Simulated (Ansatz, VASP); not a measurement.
## Two plane-wave programs on CuB12

```
Cu B
1.0
     4.51091    0.00000    0.00000
     0.00000    4.51091    0.00000
     0.00000    0.00000    4.51091
Cu B
1 12
Direct
  0.50000 0.50000 0.50000
  0.34713 0.00000 0.00000
  0.65287 0.00000 0.00000
  0.00000 0.34713 0.00000
  0.00000 0.65287 0.00000
  0.00000 0.00000 0.34713
  0.00000 0.00000 0.65287
  0.15851 0.50000 0.50000
  0.84149 0.50000 0.50000
  0.50000 0.15851 0.50000
  0.50000 0.84149 0.50000
  0.50000 0.50000 0.15851
  0.50000 0.50000 0.84149
```

Alike in both runs: task relaxation of cell and atoms; functional PBE; k mesh 4 × 4 × 4; occupations gaussian, width 0.1 eV; no spin polarisation.

|  | VASP | Ansatz |
| --- | --- | --- |
| version | VASP 6.6.1 | Ansatz 0.2.0 |
| potentials or method | VASP PAW PBE potentials, release 64 (Cu, B) | scalar-relativistic, plane waves, PAW |
| plane-wave cutoff (eV) | 600 | 420 |
| valence electrons in the cell | 47 | 55 |

|  | VASP | Ansatz | Ansatz less VASP |
| --- | --- | --- | --- |
| gap on the k mesh at the Fermi level, each at its own relaxed structure (eV) | none | none | - |
| relaxed volume (Å³/atom) | 9.53 | 9.54 | +0.009 |
| relaxed cell length with the largest relative difference (Å) | 4.985 | 4.986 | +0.0015 |
| energy change over the relaxation (meV/atom) | -1081 | -1083 | -1.5 |

A gap of «none» marks a metal or a gap that the smearing closes. The two sets of potentials don't hold the same shells in valence.

Caveats: the volume moved by over 15 % at a fixed basis, so the end points are rough.
